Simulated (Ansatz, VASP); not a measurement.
**GaGe3 in VASP and in Ansatz**

```
Ge Ga
1.0
     0.00000    3.31802    3.31802
     3.31802    0.00000    3.31802
     3.31802    3.31802    0.00000
Ge Ga
3 1
Direct
  0.50000 0.50000 0.50000
  0.75000 0.75000 0.75000
  0.25000 0.25000 0.25000
  0.00000 0.00000 0.00000
```

Change from the starting cell: volume scaled by 0.94.

Alike in both runs: task single point; functional PBEsol; k mesh 7 × 7 × 7; occupations fermi-dirac, width 0.05 eV; no spin polarisation.

```csv
,VASP,Ansatz
version,VASP 6.6.1,Ansatz 0.2.0
potentials or method,"VASP PAW PBE potentials, release 64 (Ge_d, Ga_d)",Ansatz PAW
plane-wave cutoff (eV),520,420
valence electrons in the cell,55,55
```

VASP gave:

| Item | Value |
| --- | --- |
| gap on the k mesh at the Fermi level (eV) | none |
| pressure (GPa) | 0.2 |

Problem. What did Ansatz give for the same quantities?

Solution. gap on the k mesh at the Fermi level (eV): none; pressure (GPa): 0.1.

A gap of «none» marks a metal or a gap that the smearing closes. With one functional, cell and mesh, what is left measures potentials, basis and numerics.

Caveats: the PAW data sets were made with another functional, which shifts forces and pressure a little (VASP); the PAW data sets come from PBE, with cores solved anew for the run's functional, which leaves a small shift of forces and pressure (Ansatz).
